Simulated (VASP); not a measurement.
Method: LDA (Ceperley-Alder, Perdew-Zunger), VASP's LDA PAW potentials (set 64) (plane waves; VASP).

Input for VASP

POSCAR:
```
MnS
3.5320210
  0.0000000000   0.7071067811   0.7071067811
  0.7071067811   0.0000000000   0.7071067811
  0.7071067811   0.7071067811   0.0000000000
S Mn
1 1
Cartesian
  0.0000000000   0.0000000000   0.0000000000
  0.7071067811   0.7071067811   0.7071067811
```

### KPOINTS
```
Automatic mesh
0
Gamma
11 11 11
0 0 0
```

**INCAR**
```
# general
SYSTEM   =  MnS
PREC     =  Accurate
ENCUT    =  300
LREAL    =  .FALSE.
LASPH    =  .TRUE.   # aspherical one-centre terms

# electronic loop
EDIFF    =  1E-02
NELM     =  100   # most electronic steps
ALGO     =  Normal   # blocked Davidson
LMAXMIX  =  4   # l cut-off of mixed one-centre charges

# smearing
ISMEAR   =  0   # Gaussian
SIGMA    =  0.272

# spin
ISPIN    =  2   # spin-polarised
MAGMOM   =  0.0 4.0

# ions
ISIF     =  2   # forces and stress, cell fixed

# output
LWAVE    =  .FALSE.
LCHARG   =  .FALSE.
LORBIT   =  11   # lm-projected
```

POTCAR, in this order: S Mn_pv (LDA.64 set). Program: vasp_std.

Output of the run:

File OSZICAR:
```
       N       E                     dE             d eps       ncg     rms          rms(c)
DAV:   1     0.100996498552E+03    0.10100E+03   -0.82406E+03  3426   0.936E+02
DAV:   2    -0.126080409995E+02   -0.11360E+03   -0.10888E+03  3738   0.280E+02
DAV:   3    -0.164565180699E+02   -0.38485E+01   -0.38226E+01  4060   0.584E+01
DAV:   4    -0.164960486263E+02   -0.39531E-01   -0.39517E-01  4074   0.593E+00
DAV:   5    -0.164966391612E+02   -0.59053E-03   -0.59044E-03  3192   0.769E-01    0.127E+01
DAV:   6    -0.156126181516E+02    0.88402E+00   -0.89212E+00  3589   0.398E+01    0.106E+01
DAV:   7    -0.152942704451E+02    0.31835E+00   -0.17380E+00  3398   0.213E+01    0.574E+00
DAV:   8    -0.152914907639E+02    0.27797E-02   -0.69171E-02  3611   0.240E+00
   1 F= -.15291491E+02 E0= -.15264401E+02  d E =-.541803E-01  mag=     4.1737
```

**OUTCAR**
```
------------------------ aborting loop because EDIFF is reached ----------------------------------------
  FORCE on cell =-STRESS in cart. coord.  units (eV):
  Direction    XX          YY          ZZ          XY          YZ          ZX
  --------------------------------------------------------------------------------------
  Total       -1.1564573     -1.1564573     -1.1564573      0.0000000     -0.0000000      0.0000000
  in kB      -59.4682767    -59.4682767    -59.4682767      0.0000000     -0.0000000      0.0000000
  external PRESSURE =     -59.4682767 kB  Pullay stress =       0.0000000 kB
  volume of cell :       31.16
      direct lattice vectors                 reciprocal lattice vectors
     0.000000000  2.497516000  2.497516000    -0.200198918  0.200198918  0.200198918
     2.497516000  0.000000000  2.497516000     0.200198918 -0.200198918  0.200198918
     2.497516000  2.497516000  0.000000000     0.200198918  0.200198918 -0.200198918
 POSITION                                       TOTAL-FORCE (eV/Angst)
 -----------------------------------------------------------------------------------
      0.00000      0.00000      0.00000         0.000000     -0.000000      0.000000
      2.49752      2.49752      2.49752        -0.000000      0.000000     -0.000000
 -----------------------------------------------------------------------------------
    total drift:                                0.000000     -0.000000      0.000000
  FREE ENERGIE OF THE ION-ELECTRON SYSTEM (eV)
  ---------------------------------------------------
  free  energy   TOTEN  =       -15.2914907639 eV

  energy  without entropy=      -15.2373104500  energy(sigma->0) =      -15.26440061

 total charge

# of ion       s       p       d       tot
------------------------------------------
    1        1.331   2.407   0.000   3.738
    2        0.243   6.198   5.010  11.452
--------------------------------------------------
tot          1.574   8.606   5.010  15.190

 magnetization (x)

# of ion       s       p       d       tot
------------------------------------------
    1        0.024   0.040   0.000   0.064
    2        0.046   0.033   3.614   3.693
--------------------------------------------------
tot          0.071   0.073   3.614   3.757
```
(Selected blocks of OUTCAR.)

### OUTCAR
```
 val. band max:        7.8090034797   @ k =   0.4545   0.1818   0.0000

 cond. band min:       7.8304444386   @ k =   0.2727   0.0909   0.0000


 Fermi energy:         7.8218533112

 spin component 1

 k-point     1 :       0.0000    0.0000    0.0000
  band No.  band energies     occupation
      1     -41.7894      1.00000
      2     -41.7893      1.00000
      3     -41.7893      1.00000
      4      -7.6089      1.00000
      5       4.8552      1.00000
      6       4.8552      1.00000
      7       4.8553      1.00000
      8       4.9334      1.00000
      9       4.9334      1.00000
     10       5.7885      1.00000
     11       5.7885      1.00000
     12       5.7886      1.00000
     13      10.5944      0.00000
     14      16.8547      0.00000
     15      16.8547      0.00000

 k-point     2 :       0.0909    0.0000    0.0000
  band No.  band energies     occupation
      1     -41.7909      1.00000
      2     -41.7898      1.00000
      3     -41.7897      1.00000
      4      -7.5083      1.00000
      5       4.4157      1.00000
      6       4.4566      1.00000
      7       4.4566      1.00000
      8       4.9203      1.00000
      9       4.9203      1.00000
     10       5.6649      1.00000
     11       6.3111      1.00000
     12       6.3111      1.00000
     13      11.1274      0.00000
     14      16.0357      0.00000
     15      16.8245      0.00000

 k-point     3 :       0.1818    0.0000    0.0000
  band No.  band energies     occupation
      1     -41.7946      1.00000
      2     -41.7904      1.00000
      3     -41.7903      1.00000
      4      -7.2190      1.00000
      5       3.2573      1.00000
      6       3.8230      1.00000
      7       3.8230      1.00000
      8       5.0659      1.00000
      9       5.0659      1.00000
     10       5.6390      1.00000
     11       7.1098      0.99989
     12       7.1098      0.99989
     13      11.9951      0.00000
...
```

At this cut-off the stress carries a Pulay error, which pulls relaxed volumes low. The moments were started parallel, and other spin orders were not tried in this run.

The structure was generated: MnS was put into an ordered model structure, which need not be its known phase. The cell was not relaxed at this level. The run is one of a series of settings (EDIFF = 1E-02 against the base run), some of them coarse on purpose.
